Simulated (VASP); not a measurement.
Energy against volume of CdF₂ (fluorite). All values below come from PBE GGA with D3 dispersion (Becke-Johnson damping), VASP's PBE PAW potentials (set 64) (plane waves; VASP).

```json
[
 {"V (Å³/atom)": "12.702", "E (eV/atom)": "-3.77458"},
 {"V (Å³/atom)": "13.108", "E (eV/atom)": "-3.78909"},
 {"V (Å³/atom)": "13.513", "E (eV/atom)": "-3.79436"},
 {"V (Å³/atom)": "13.918", "E (eV/atom)": "-3.79193"},
 {"V (Å³/atom)": "14.324", "E (eV/atom)": "-3.78310"}
]
```

Problem. Fit a third-order Birch-Murnaghan equation of state.

Solution. 
```json
{
 "volume_per_atom": "13.58 Å³/atom",
 "bulk_modulus": "98.7 GPa",
 "pressure_derivative_of_the_bulk_modulus": "5.12",
 "lattice_constant_a": "5.462 Å"
}
```

The compound is CdF2 in the fluorite structure. It was relaxed first.
